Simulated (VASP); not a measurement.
VASP input:

File POSCAR:
```
CdSe
4.2548220
  1.0000000000   0.0000000000   0.0000000000
 -0.5000000000   0.8660254177   0.0000000000
  0.0000000000   0.0000000000   1.6313145415
Cd Se
2 2
direct
  0.6666670000   0.3333330000   0.4999500000
  0.3333330000   0.6666670000   0.9999500000
  0.6666670000   0.3333330000   0.8759100000
  0.3333330000   0.6666670000   0.3759100000
```

**INCAR**
```
NELM  =  100
LREAL  =  .FALSE.   # projection in real space or not
ISMEAR  =  -1   # Fermi-Dirac
SIGMA  =  0.5   # width (eV)
LASPH  =  .TRUE.
SYSTEM  =  CdSe
LMAXMIX  =  4
ISIF  =  2   # forces and stress, cell fixed
LWAVE  =  .FALSE.
ALGO  =  Normal
EDIFF  =  1E-6
LCHARG  =  .FALSE.
ENCUT  =  150
PREC  =  Accurate
```

**KPOINTS**
```
Automatic mesh
0
Gamma
2 2 2
0.5 0.5 0.5
```

POTCAR, in this order: Cd Se (LDA.64 set). Program: vasp_std.

**Question.** Write an equivalent input for Quantum ESPRESSO's pw.x.

**Answer.** One equivalent input (not run):
```
&CONTROL
  calculation = 'scf'
  pseudo_dir = './pseudo'
  outdir = './out'
  tprnfor = .true.
  tstress = .true.
/
&SYSTEM
  ibrav = 0
  nat = 4
  ntyp = 2
  ecutwfc = 102
  occupations = 'smearing'
  smearing = 'fermi-dirac'
  degauss = 0.03675
  input_dft = 'pz'
/
&ELECTRONS
  conv_thr = 7.3e-08
  electron_maxstep = 100
/
ATOMIC_SPECIES
  Cd 112.414 Cd.upf
  Se 78.971 Se.upf
CELL_PARAMETERS angstrom
     4.2548220    0.0000000    0.0000000
    -2.1274110    3.6847840    0.0000000
     0.0000000    0.0000000    6.9409530
ATOMIC_POSITIONS crystal
  Cd   0.6666670  0.3333330  0.4999500
  Cd   0.3333330  0.6666670  0.9999500
  Se   0.6666670  0.3333330  0.8759100
  Se   0.3333330  0.6666670  0.3759100
K_POINTS automatic
  2 2 2 1 1 1
```
Limits of the translation: the potentials are each code's own (VASP's PAW set, PseudoDojo norm-conserving files in pw.x), so ENCUT and ecutwfc are chosen apart and not converted; conv_thr bounds pw.x's estimated SCF error, while EDIFF bounds the energy change between steps.

The structure comes from a computed database's CdSe entry; how it stands against other phases isn't given here. The cell was not relaxed at this level. The k-mesh is coarse (spacing up to 0.85 per Å, 2π included), so the numbers may not be converged in it. The run is one of a series of settings (ENCUT = 150, GGA removed, ISMEAR = -1, SIGMA = 0.5, KPOINTS 2×2×2 Γ-centred mesh shifted by (0.5, 0.5, 0.5), POTCAR Cd Se (LDA.64 set) against the base run), some of them coarse on purpose.
